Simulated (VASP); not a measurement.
Data:

```
CELL_PARAMETERS angstrom
      7.13058    -2.14022     0.00000
      7.13058     2.14022     0.00000
     -0.63649     0.00000     7.08859
ATOMIC_POSITIONS crystal
  K  0.63174 0.63174 0.62790
  K  0.36826 0.36826 0.37210
  Sb 0.31379 0.31379 0.87106
  Sb 0.68621 0.68621 0.12894
  Sb 0.05430 0.05430 0.18136
  Sb 0.94570 0.94570 0.81864
```

Calculation: LDA (Ceperley-Alder, Perdew-Zunger), VASP's LDA PAW potentials (set 64) (plane waves; VASP). Run with 300 eV cut-off, 3×3×2 Γ-centred mesh, Fermi-Dirac smearing of 0.010 eV, potentials K_sv Sb.

At this cut-off the stress carries a Pulay error, which pulls relaxed volumes low. Energy and stress use the plane-wave basis of the starting cell.

Task: The ions, cell shape and volume are relaxed. What does this cell relax into?

Result: 
```
CELL_PARAMETERS angstrom
      6.78192    -2.13842     0.05075
      6.78192     2.13842     0.05075
     -0.55740     0.00000     6.83980
ATOMIC_POSITIONS crystal
  K  0.62957 0.62957 0.62431
  K  0.37043 0.37043 0.37569
  Sb 0.30494 0.30494 0.87254
  Sb 0.69506 0.69506 0.12746
  Sb 0.05754 0.05754 0.18352
  Sb 0.94246 0.94246 0.81648
```
Space group C2/m (12), at a tolerance of 0.03 Å.

Task: How do energy and volume change from the first to the last step?

Result: The energy (σ→0) changes by -24.6 meV/atom and the volume by -8.2 %, in 24 ionic steps.

```
step  E(σ→0) (eV)  max force (eV/Å)  pressure (GPa)  volume (Å³)
----  -----------  ----------------  --------------  -----------
1        -23.2893             0.244           -1.80       216.36
2        -23.3690             0.433            0.18       203.90
3        -23.3691             0.417            0.10       204.39
4        -23.3981             0.311            0.10       202.36
5        -23.4205             0.160            0.24       198.13
6        -23.4284             0.114           -0.11       199.24
7        -23.4284             0.111           -0.10       199.22
8        -23.4312             0.069            0.06       198.59
9        -23.4317             0.072            0.16       198.21
10       -23.4334             0.037            0.03       198.82
11       -23.4336             0.037           -0.03       199.12
12       -23.4341             0.036           -0.02       199.04
13       -23.4351             0.036           -0.01       198.81
14       -23.4351             0.066            0.02       198.34
15       -23.4354             0.039            0.01       198.58
16       -23.4359             0.026            0.02       198.55
17       -23.4362             0.020            0.03       198.51
18       -23.4360             0.065            0.06       198.43
19       -23.4363             0.026            0.04       198.49
20       -23.4365             0.006           -0.06       198.86
21       -23.4365             0.006           -0.04       198.79
22       -23.4366             0.013            0.01       198.48
23       -23.4366             0.013            0.02       198.48
24       -23.4367             0.004            0.00       198.51
```

The structure comes from a computed database's KSb2 entry; how it stands against other phases isn't given here. This run relaxes it. Symmetry was kept, so distortions that lower it aren't found. The k-mesh is coarse (spacing up to 0.51 per Å, 2π included), so the numbers may not be converged in it. The run is one of a series of settings (EDIFFG = -0.01, IBRION = 2, ISIF = 3, NSW = 50 against the base run), some of them coarse on purpose.
